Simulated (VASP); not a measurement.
Computed with r2SCAN meta-GGA, VASP's PBE PAW potentials (set 64) (plane waves; VASP 6.6.1).

Gaps are without spin-orbit coupling.

```
Item                                                   Value
---------------------------------------------  -------------
volume per atom                                28.53 Å³/atom
band gap (over mesh and band path)                   5.93 eV
smallest direct gap (over mesh and band path)        5.99 eV
Hill bulk modulus                                   38.2 GPa
Hill shear modulus                                  15.4 GPa
```

Question: Which relaxed crystal gives these values?
A. BN, P6_3mc (186)
B. Tl3VSe4, I-43m (217)
C. BaTiO3, Amm2 (38)
D. SrCl2, Fm-3m (225)

Answer: D, SrCl2, Fm-3m (225)
